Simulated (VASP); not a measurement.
Consider the following.

```xyz
3
Lattice="1.7609 -3.0500 0.0000 1.7609 3.0500 0.0000 0.0000 0.0000 5.1467" Properties=species:S:1:pos:R:3 pbc="T T T"
Sn     0.0000     0.0000     0.0000
Se     1.7609     1.0167     1.6104
Se     1.7609    -1.0167     3.5363
```

Method: PBEsol GGA, VASP's PBE PAW potentials (set 64) (plane waves; VASP 6.6.1). Run with 500 eV cut-off, 10×10×6 Γ-centred mesh, first-order Methfessel-Paxton smearing of 0.10 eV, potentials Sn_d Se.

Without a dispersion term in the relaxation, distances and binding between the weakly bound layers, chains or molecules are unreliable, and so is what depends on them. Unless said otherwise, spin-orbit coupling is left out, though it shifts the bands of the heavy elements here.

Q: What does the run give for the energy per atom (σ→0), pressure, band gap (on the k-mesh) with the smallest direct gap where there is one?

A: 
```
Item                                                        Result
------------------------  ----------------------------------------
band gap (on the k-mesh)  none (metal, semimetal or under 0.01 eV)
energy per atom (σ→0)                               -3.877 eV/atom
pressure                                                 30.02 GPa
```

Only differences to runs with the same potentials and settings are physical.

The compound is SnSe2 in the 1T layered structure. It was relaxed first under an external pressure of 30 GPa.
